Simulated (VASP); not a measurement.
# Sr2MgAl3: Si into a neighbouring Sr vacancy

How hard is this move in Sr2MgAl3: Si into a neighbouring Sr vacancy? Both ends are relaxed first, then a band of images between them. The start is a cell from a database of measured crystal structures.

Main program and level: VASP 6.6.1; PBE; plane waves and PAW (Sr_sv, Al, Mg), in the first sound run; inputs show where later runs differ.

## 1. The host crystal

Symmetry: P6_3/mmc, No. 194, hexagonal system. Conventional cell: a = 6.370 Å, b = 6.370 Å, c = 10.140 Å, α = 90.00°, β = 90.00°, γ = 120.00°. Nearest to Sr lie 9 Al at 3.64 to 3.72 Å and 3 Mg at 3.73 Å and 4 Sr at 3.86 to 3.87 Å. Al has 2 Mg at 3.13 Å and 4 Al at 3.18 to 3.19 Å and 6 Sr at 3.64 to 3.72 Å nearest. Nearest to Mg lie 6 Al at 3.13 Å and 6 Sr at 3.73 Å. Farther neighbours are not listed.

As a file:

```cif
data_structure
_symmetry_space_group_name_H-M 'P 1'
_symmetry_Int_Tables_number 1
_cell_length_a 6.3699
_cell_length_b 6.3699
_cell_length_c 10.1400
_cell_angle_alpha 90.000
_cell_angle_beta 90.000
_cell_angle_gamma 120.000
_cell_volume 356.31
loop_
_atom_site_label
_atom_site_type_symbol
_atom_site_fract_x
_atom_site_fract_y
_atom_site_fract_z
_atom_site_occupancy
Sr1 Sr 0.66667 0.33333 0.94038 1
Sr2 Sr 0.33333 0.66667 0.44038 1
Sr3 Sr 0.66667 0.33333 0.55962 1
Sr4 Sr 0.33333 0.66667 0.05962 1
Al5 Al 0.66720 0.83360 0.75000 1
Al6 Al 0.83360 0.16640 0.25000 1
Al7 Al 0.16640 0.33280 0.75000 1
Al8 Al 0.33280 0.16640 0.25000 1
Al9 Al 0.16640 0.83360 0.75000 1
Al10 Al 0.83360 0.66720 0.25000 1
Mg11 Mg 0.00000 0.00000 0.50000 1
Mg12 Mg 0.00000 0.00000 0.00000 1
```

## 2. Relax the host

First cell and atoms are relaxed at a raised cutoff, so that later runs start from this functional's own cell.

INCAR reads:

```
SYSTEM = Sr2MgAl3
PREC = Normal
ENCUT = 350
EDIFF = 1E-05
NELM = 120
ISMEAR = 1
SIGMA = 0.15
LREAL = Auto
ALGO = Fast
GGA = PE
NBANDS = 43
LORBIT = 11
LWAVE = .FALSE.
LCHARG = .FALSE.
NCORE = 5
LASPH = .TRUE.
IBRION = 2
NSW = 40
ISIF = 3
EDIFFG = -0.03
POTIM = 0.4
```

POSCAR reads:

```
Sr2MgAl3
1.0
    6.3699000000      0.0000000000      0.0000000000
   -3.1849500000      5.5164952196      0.0000000000
    0.0000000000      0.0000000000     10.1400000000
Sr Al Mg
4 6 2
Direct
    0.6666666667      0.3333333333      0.9403800000
    0.3333333333      0.6666666667      0.4403800000
    0.6666666667      0.3333333333      0.5596200000
    0.3333333333      0.6666666667      0.0596200000
    0.6672000000      0.8336000000      0.7500000000
    0.8336000000      0.1664000000      0.2500000000
    0.1664000000      0.3328000000      0.7500000000
    0.3328000000      0.1664000000      0.2500000000
    0.1664000000      0.8336000000      0.7500000000
    0.8336000000      0.6672000000      0.2500000000
    0.0000000000      0.0000000000      0.5000000000
    0.0000000000      0.0000000000      0.0000000000
```

KPOINTS reads:

```
Automatic mesh
0
Gamma
3 3 2
0 0 0
```

PAW data sets: Sr_sv, Al and Mg (PBE family, release 64).

Launch:

```sh
$ mpirun -np 5 vasp_std
```

What it wrote:

```text
[banner, memory and clock lines left out]
running    5 mpi-ranks, on    1 nodes
 distrk:  each k-point on    5 cores,    1 groups
 distr:  one band on    5 cores,    1 groups

 POSCAR found type information on POSCAR SrAlMg
 POSCAR found :  3 types and      12 ions
|                                                                             |
|           W    W    AA    RRRRR   N    N  II  N    N   GGGG   !!!           |
|           W    W   A  A   R    R  NN   N  II  NN   N  G    G  !!!           |
|           W    W  A    A  R    R  N N  N  II  N N  N  G       !!!           |
|           W WW W  AAAAAA  RRRRR   N  N N  II  N  N N  G  GGG   !            |
|           WW  WW  A    A  R   R   N   NN  II  N   NN  G    G                |
|           W    W  A    A  R    R  N    N  II  N    N   GGGG   !!!           |
|                                                                             |
|     For optimal performance we recommend to set                             |
|       NCORE = 2 up to number-of-cores-per-socket                            |
|     NCORE specifies how many cores store one orbital (NPAR=cpu/NCORE).      |
|     This setting can greatly improve the performance of VASP for DFT.       |
|     The default, NCORE=1 might be grossly inefficient on modern             |
|     multi-core architectures or massively parallel machines. Do your        |
|     Unfortunately you need to use the default for GW and RPA                |
|     calculations (for HF NCORE is supported but not extensively tested      |
|     yet).                                                                   |
|                                                                             |

 LDA part: xc-table for (Slater+PW92), standard interpolation
 POSCAR, INCAR and KPOINTS ok, starting setup
 FFT: planning ... GRIDC
 FFT: planning ... GRID_SOFT
 FFT: planning ... GRID
 WAVECAR not read
 entering main loop
       N       E                     dE             d eps       ncg     rms          rms(c)
DAV:   1     0.252639289278E+03    0.25264E+03   -0.20677E+04   524   0.873E+02
DAV:   2    -0.812975289995E+01   -0.26077E+03   -0.25306E+03   606   0.214E+02
DAV:   3    -0.312455045297E+02   -0.23116E+02   -0.22649E+02   752   0.468E+01
DAV:   4    -0.328097103778E+02   -0.15642E+01   -0.15569E+01   768   0.117E+01
DAV:   5    -0.328617506655E+02   -0.52040E-01   -0.52034E-01   709   0.204E+00    0.276E+01
RMM:   6    -0.327200504759E+02    0.14170E+00   -0.20874E-01   528   0.178E+00    0.161E+01
RMM:   7    -0.326779308436E+02    0.42120E-01   -0.31779E-01   552   0.254E+00    0.753E-01
RMM:   8    -0.326756611603E+02    0.22697E-02   -0.70800E-02   599   0.906E-01    0.318E-01
RMM:   9    -0.326784106366E+02   -0.27495E-02   -0.28081E-02   785   0.396E-01    0.249E-01
RMM:  10    -0.326789343227E+02   -0.52369E-03   -0.55429E-03   798   0.175E-01    0.198E-01
RMM:  11    -0.326790089940E+02   -0.74671E-04   -0.21380E-03   670   0.146E-01    0.779E-02
RMM:  12    -0.326791163710E+02   -0.10738E-03   -0.11698E-03   741   0.784E-02    0.351E-02
RMM:  13    -0.326791589784E+02   -0.42607E-04   -0.48831E-04   632   0.457E-02    0.244E-02
RMM:  14    -0.326791792487E+02   -0.20270E-04   -0.17432E-04   592   0.323E-02    0.270E-02
RMM:  15    -0.326791903436E+02   -0.11095E-04   -0.10368E-04   515   0.239E-02    0.116E-02
RMM:  16    -0.326791939091E+02   -0.35655E-05   -0.51963E-05   426   0.158E-02
   1 F= -.32679194E+02 E0= -.32683996E+02  d E =-.326792E+02
 curvature:   0.00 expect dE= 0.000E+00 dE for cont linesearch  0.000E+00
 trial: gam= 0.00000 g(F)=  0.149E-01 g(S)=  0.115E+01 ort = 0.000E+00 (trialstep = 0.100E+01)
 search vector abs. value=  0.117E+01
 bond charge predicted
       N       E                     dE             d eps       ncg     rms          rms(c)
DAV:   1    -0.361774375252E+02   -0.34982E+01   -0.74711E+01   562   0.371E+01    0.174E+01
RMM:   2    -0.341612988838E+02    0.20161E+01   -0.57399E+00   616   0.103E+01    0.506E+00
RMM:   3    -0.335463895275E+02    0.61491E+00   -0.15516E+00   606   0.528E+00    0.278E+00
RMM:   4    -0.334764859257E+02    0.69904E-01   -0.76531E-01   662   0.272E+00    0.161E+00
RMM:   5    -0.335153470717E+02   -0.38861E-01   -0.32065E-01   654   0.131E+00    0.826E-01
RMM:   6    -0.335268321898E+02   -0.11485E-01   -0.43729E-02   785   0.519E-01    0.598E-01
RMM:   7    -0.335336396341E+02   -0.68074E-02   -0.30623E-02   765   0.457E-01    0.178E-01
RMM:   8    -0.335344421646E+02   -0.80253E-03   -0.65161E-03   776   0.214E-01    0.213E-01
RMM:   9    -0.335348803773E+02   -0.43821E-03   -0.30222E-03   770   0.150E-01    0.324E-01
RMM:  10    -0.335348145608E+02    0.65817E-04   -0.10316E-03   670   0.144E-01    0.474E-02
RMM:  11    -0.335348595269E+02   -0.44966E-04   -0.46371E-04   697   0.726E-02    0.223E-02
RMM:  12    -0.335348850860E+02   -0.25559E-04   -0.20992E-04   577   0.413E-02    0.133E-02
RMM:  13    -0.335348965176E+02   -0.11432E-04   -0.89599E-05   502   0.265E-02    0.644E-03
RMM:  14    -0.335349011196E+02   -0.46020E-05   -0.50520E-05   425   0.189E-02
   2 F= -.33534901E+02 E0= -.33538253E+02  d E =-.855707E+00
[... from here on, the cycles between the ionic steps are left out ...]
   3 F= -.33677495E+02 E0= -.33679286E+02  d E =-.998301E+00
   4 F= -.33678904E+02 E0= -.33680564E+02  d E =-.999710E+00
   5 F= -.33706134E+02 E0= -.33706653E+02  d E =-.272293E-01
   6 F= -.33758263E+02 E0= -.33755294E+02  d E =-.793587E-01
[...]
WARNING in EDDRMM: call to ZHEGV failed, returncode =   6  3     24
   7 F= -.33697202E+02 E0= -.33691207E+02  d E =-.182973E-01
   8 F= -.33765824E+02 E0= -.33761626E+02  d E =-.869201E-01
   9 F= -.33766007E+02 E0= -.33761673E+02  d E =-.871023E-01
  10 F= -.33770254E+02 E0= -.33767252E+02  d E =-.424726E-02
  11 F= -.33770272E+02 E0= -.33767447E+02  d E =-.426542E-02
 curvature:  -1.27 expect dE=-0.121E-02 dE for cont linesearch -0.209E-07
 trial: gam= 0.27538 g(F)=  0.606E-04 g(S)=  0.896E-03 ort = 0.805E-05 (trialstep = 0.218E+01)
 search vector abs. value=  0.126E-02
 bond charge predicted
       N       E                     dE             d eps       ncg     rms          rms(c)
DAV:   1    -0.337744157649E+02   -0.41464E-02   -0.33076E-01   557   0.241E+00    0.434E-01
RMM:   2    -0.337721279037E+02    0.22879E-02   -0.12363E-02   579   0.491E-01    0.208E-01
RMM:   3    -0.337710341721E+02    0.10937E-02   -0.33323E-03   590   0.253E-01    0.126E-01
RMM:   4    -0.337710270888E+02    0.70833E-05   -0.49823E-04   680   0.864E-02    0.978E-02
RMM:   5    -0.337710275081E+02   -0.41928E-06   -0.14523E-04   621   0.424E-02    0.207E-02
RMM:   6    -0.337710300478E+02   -0.25397E-05   -0.10334E-04   574   0.325E-02    0.782E-03
RMM:   7    -0.337710338104E+02   -0.37627E-05   -0.25369E-05   433   0.171E-02
  12 F= -.33771034E+02 E0= -.33769050E+02  d E =-.761845E-03
 trial-energy change:   -0.000762  1 .order   -0.000790   -0.002085    0.000505
 step:   1.7516(harm=  1.7516)  dis= 0.00290  next Energy=   -33.771111 (dE=-0.839E-03)
 reached required accuracy - stopping structural energy minimisation
```

It took 53 s on 5 MPI ranks of Intel Xeon 6975P-C (Granite Rapids), shared host; peak memory 0.6 GiB.

The logs omit lines about the potential files and the build; timing stands in the text.

From OUTCAR (step 2):

```text
ion  position               nearest neighbor table
   1  0.667  0.333  0.940-   6 3.64   8 3.64  10 3.64   7 3.72   5 3.72   9 3.72   9 3.72   7 3.72
                             5 3.72  12 3.73  12 3.73  12 3.73   3 3.86   4 3.87   4 3.87   4 3.87
   2  0.333  0.667  0.440-   9 3.64   5 3.64   7 3.64  10 3.72   8 3.72   6 3.72   6 3.72  10 3.72
                             8 3.72  11 3.73  11 3.73  11 3.73   4 3.86   3 3.87   3 3.87   3 3.87
   3  0.667  0.333  0.560-   6 3.64   8 3.64  10 3.64   7 3.72   5 3.72   9 3.72   9 3.72   7 3.72
                             5 3.72  11 3.73  11 3.73  11 3.73   1 3.86   2 3.87   2 3.87   2 3.87
   4  0.333  0.667  0.060-   9 3.64   5 3.64   7 3.64  10 3.72   8 3.72   6 3.72   6 3.72  10 3.72
                             8 3.72  12 3.73  12 3.73  12 3.73   2 3.86   1 3.87   1 3.87   1 3.87
   5  0.667  0.834  0.750-  11 3.13  12 3.13   9 3.18   7 3.18   9 3.19   7 3.19   2 3.64   4 3.64
                             3 3.72   1 3.72   1 3.72   3 3.72
   6  0.834  0.166  0.250-  11 3.13  12 3.13   8 3.18  10 3.18   8 3.19  10 3.19   3 3.64   1 3.64
                             4 3.72   2 3.72   2 3.72   4 3.72
   7  0.166  0.333  0.750-  11 3.13  12 3.13   5 3.18   9 3.18   5 3.19   9 3.19   2 3.64   4 3.64
                             3 3.72   1 3.72   3 3.72   1 3.72
   8  0.333  0.166  0.250-  11 3.13  12 3.13   6 3.18  10 3.18   6 3.19  10 3.19   1 3.64   3 3.64
                             2 3.72   4 3.72   2 3.72   4 3.72
   9  0.166  0.834  0.750-  11 3.13  12 3.13   5 3.18   7 3.18   5 3.19   7 3.19   4 3.64   2 3.64
                             1 3.72   3 3.72   3 3.72   1 3.72
  10  0.834  0.667  0.250-  11 3.13  12 3.13   6 3.18   8 3.18   6 3.19   8 3.19   1 3.64   3 3.64
                             2 3.72   4 3.72   4 3.72   2 3.72
  11  0.000  0.000  0.500-   5 3.13   8 3.13   6 3.13   9 3.13   7 3.13  10 3.13   2 3.73   3 3.73
                             3 3.73   2 3.73   3 3.73   2 3.73
  12  0.000  0.000  0.000-   5 3.13   8 3.13   6 3.13   9 3.13   7 3.13  10 3.13   1 3.73   4 3.73
                             1 3.73   4 3.73   1 3.73   4 3.73

  LATTYP: Found a hexagonal cell.
 ALAT       =     6.3699000000
 C/A-ratio  =     1.5918617247

 Subroutine GETGRP returns: Found 24 space group operations
 (whereof 12 operations were pure point group operations)

The static configuration has the point symmetry D_3d.
 The point group associated with its full space group is D_6h.

 Found      6 irreducible k-points:

   k-points           NKPTS =      6   k-points in BZ     NKDIM =      6   number of bands    NBANDS=     43

   dimension x,y,z NGX =    30 NGY =   30 NGZ =   48
   dimension x,y,z NGXF=    60 NGYF=   60 NGZF=   96

   ENCUT  =  350.0 eV  25.72 Ry    5.07 a.u.   9.72  9.72 15.47*2*pi/ulx,y,z

   NELECT =      62.0000    total number of electrons

 k-points in reciprocal lattice and weights: Automatic mesh
   0.00000000  0.00000000  0.00000000       0.056
   0.33333333 -0.00000000  0.00000000       0.333
   0.33333333  0.33333333  0.00000000       0.111
   0.00000000  0.00000000  0.50000000       0.056
   0.33333333 -0.00000000  0.50000000       0.333
   0.33333333  0.33333333  0.50000000       0.111

 average (electrostatic) potential at core
       1 -37.1801       2 -37.1801       3 -37.1801       4 -37.1801       5 -76.2165
       6 -76.2165       7 -76.2165       8 -76.2165       9 -76.2165      10 -76.2165
      11 -37.3322      12 -37.3322

 E-fermi :   4.0823

 k-point     1 :       0.0000    0.0000    0.0000
  band No.  band energies     occupation
    ...
     28       2.6411      2.00000
     29       2.9433      2.00000
     30       2.9433      2.00000
     31       3.3202      2.00000
     32       3.3202      2.00000
     33       4.2397     -0.05905
     34       4.8259     -0.00000
     35       4.8259     -0.00000
     36       5.1619     -0.00000
     37       5.7017     -0.00000
    ...

 k-point     2 :       0.3333   -0.0000    0.0000
  band No.  band energies     occupation
    ...
     28       3.6343      2.00020
     29       3.7582      2.00919
     30       3.8492      2.05043
     31       3.9746      1.93197
     32       4.0891      0.92354
     33       4.5291     -0.00021
     34       4.6421     -0.00000
     35       5.0138     -0.00000
     36       5.7143     -0.00000
     37       5.8462     -0.00000
    ...

 k-point     3 :       0.3333    0.3333    0.0000
  band No.  band energies     occupation
    ...
     26       3.3934      2.00000
     27       3.5030      2.00000
     28       3.5398      2.00000
     29       3.5398      2.00000
     30       3.5827      2.00003
     31       4.1446      0.35997
     32       4.1446      0.35996
     33       4.8094     -0.00000
     34       4.8850     -0.00000
     35       4.8850     -0.00000
    ...

  Total       -0.0925497     -0.0925497      0.1340382      0.0000000      0.0000000      0.0000000
  in kB       -0.4932760     -0.4932760      0.7144037      0.0000000      0.0000000      0.0000000
  external PRESSURE =      -0.0907161 kB  Pullay stress =       0.0000000 kB

  energy-cutoff  :      350.00
  volume of cell :      300.60
      direct lattice vectors                 reciprocal lattice vectors
     6.029081400 -0.000000000 -0.000000000     0.165862747  0.095760901 -0.000000000
    -3.014540700  5.221337654  0.000000000     0.000000000  0.191521803 -0.000000000
     0.000000000  0.000000000  9.549103394     0.000000000 -0.000000000  0.104721874

 POSITION                                       TOTAL-FORCE (eV/Angst)
 -----------------------------------------------------------------------------------
      3.01454      1.74045      8.89863        -0.000000     -0.000000     -0.004478
     -0.00000      3.48089      4.12408        -0.000000     -0.000000     -0.004478
      3.01454      1.74045      5.42502        -0.000000     -0.000000      0.004478
     -0.00000      3.48089      0.65047        -0.000000     -0.000000      0.004478
      1.44343      4.31426      7.16183         0.002969      0.001714      0.000000
      4.45797      0.90708      2.38728         0.002969     -0.001714     -0.000000
      0.00000      1.81416      7.16183        -0.000000     -0.003428     -0.000000
      1.57111      0.90708      2.38728        -0.002969     -0.001714     -0.000000
     -1.44343      4.31426      7.16183        -0.002969      0.001714      0.000000
      3.01454      3.40717      2.38728        -0.000000      0.003428      0.000000
     -3.01454      5.22134      4.77455        -0.000000     -0.000000     -0.000000
     -3.01454      5.22134      0.00000        -0.000000     -0.000000     -0.000000
 -----------------------------------------------------------------------------------
    total drift:                               -0.000000      0.000000      0.000000

  FREE ENERGIE OF THE ION-ELECTRON SYSTEM (eV)
  ---------------------------------------------------
  free  energy   TOTEN  =       -33.7710338104 eV

  energy  without entropy=      -33.7650816886  energy(sigma->0) =      -33.76904977

 reached required accuracy - stopping structural energy minimisation

 total charge
# of ion       s       p       d       tot
------------------------------------------
    1        2.029   5.752   0.273   8.054
    2        2.029   5.752   0.273   8.054
    3        2.029   5.752   0.273   8.054
    4        2.029   5.752   0.273   8.054
    5        0.433   0.332   0.000   0.765
    6        0.433   0.332   0.000   0.765
    7        0.433   0.332   0.000   0.765
    8        0.433   0.332   0.000   0.765
    9        0.433   0.332   0.000   0.765
   10        0.433   0.332   0.000   0.765
   11        0.193   0.154   0.013   0.360
   12        0.193   0.154   0.013   0.360
--------------------------------------------------
tot         11.101  25.308   1.118  37.527

[... 3 further parts left out ...]
```

CONTCAR:

```
Sr2MgAl3
   1.00000000000000
     6.0290813998501012   -0.0000000000000000   -0.0000000000000000
    -3.0145406999250506    5.2213376537825331    0.0000000000000000
     0.0000000000000000    0.0000000000000000    9.5491033943307926
  Sr              Al              Mg
     4     6     2
Direct
     0.6666666667000030    0.3333333332999970    0.9318812416648206
     0.3333333332999970    0.6666666667000030    0.4318812416648206
     0.6666666667000030    0.3333333332999970    0.5681187583351794
     0.3333333332999970    0.6666666667000030    0.0681187583351795
     0.6525482741546973    0.8262741370773450    0.7500000000000000
     0.8262741370773452    0.1737258629226549    0.2500000000000000
     0.1737258629226549    0.3474517258453027    0.7500000000000000
     0.3474517258453027    0.1737258629226549    0.2500000000000000
     0.1737258629226548    0.8262741370773450    0.7500000000000000
     0.8262741370773450    0.6525482741546972    0.2500000000000000
     0.0000000000000000    1.0000000000000000    0.5000000000000000
     0.0000000000000000    1.0000000000000000    0.0000000000000000
```

The k-mesh is coarse for a metal. After so large a change of volume the plane waves of the start cell no longer fit, so the final stress carries a basis-set error. The run keeps the 24 symmetry operations of its start, so it cannot find a distortion of lower symmetry.

Step by step:

```tsv
step	energy less that of the first step (eV)	largest force (eV/Å)	pressure (GPa)	volume (Å³)
1	0.0000	0.2337	-4.90	356.31
2	-0.8557	0.2420	-2.22	320.16
3	-0.9983	0.2516	-0.18	302.91
4	-0.9997	0.2599	0.08	300.89
5	-1.0269	0.2326	0.09	300.58
6	-1.0791	0.1273	0.14	299.64
7	-1.0180	0.3170	0.57	297.73
8	-1.0866	0.0607	0.19	299.21
9	-1.0868	0.0591	0.20	299.15
10	-1.0911	0.0274	-0.11	301.34
11	-1.0911	0.0198	-0.14	301.61
12	-1.0918	0.0045	-0.01	300.60
```

```tsv
conventional cell, symmetrised	before	after	change
a (Å)	6.370	6.029	-5.4 %
b (Å)	6.370	6.029	-5.4 %
c (Å)	10.140	9.549	-5.8 %
volume (Å³/atom)	29.69	25.05	-15.6 %
```

The atoms that moved most (Å, as changes of fractional coordinates times the final cell):

```tsv
atom	dx	dy	dz	length
Sr4	0.000	0.000	0.081	0.081
Sr2	0.000	0.000	-0.081	0.081
Sr1	0.000	0.000	-0.081	0.081
Sr3	0.000	0.000	0.081	0.081
Al8	0.066	0.038	0.000	0.077
Al5	-0.066	-0.038	0.000	0.077
Al7	0.000	0.077	0.000	0.077
Al10	0.000	-0.077	0.000	0.077
```

Final coordinates:

```xyz
12
Lattice="6.0291 0.0000 0.0000 -3.0145 5.2213 0.0000 0.0000 0.0000 9.5491" Properties=species:S:1:pos:R:3 pbc="T T T"
Sr    3.0145    1.7404    8.8986
Sr    0.0000    3.4809    4.1241
Sr    3.0145    1.7404    5.4250
Sr    0.0000    3.4809    0.6505
Al    1.4434    4.3143    7.1618
Al    4.4580    0.9071    2.3873
Al    0.0000    1.8142    7.1618
Al    1.5711    0.9071    2.3873
Al   -1.4434    4.3143    7.1618
Al    3.0145    3.4072    2.3873
Mg    0.0000    0.0000    4.7746
Mg    0.0000    0.0000    0.0000
```

Numbers from this step:

```yaml
electronic_cycles: 116
electrons: 62
free_energy_toten: -33.77 eV
energy_at_zero_smearing: -33.77 eV
fermi_energy: 4.082 eV
labelled_metallic_from_the_levels_on_this_mesh: yes
```

The run ended after 12 ionic steps, 1.092 eV below its first step, once forces and stress met EDIFFG = -0.03.

An edge changed by 6 % against the database cell. In a metal the coarse mesh may share the blame.

(Part 1 of 5 ends here.)

[Lines on the potential files, build, host, timing and source positions are cut from VASP's logs without a mark.]

[Logs are printed without paths, hosts, clocks, repeated set-up lines and the standing remarks that a program may print on its own settings, such as how far it seeks lower states.]

[Hosts, paths, dates, database ids (printed as entryN), source tags and the programs' standing remarks are cut or masked in the printed files.]

[Runs that stopped without an error message from VASP are left out.]
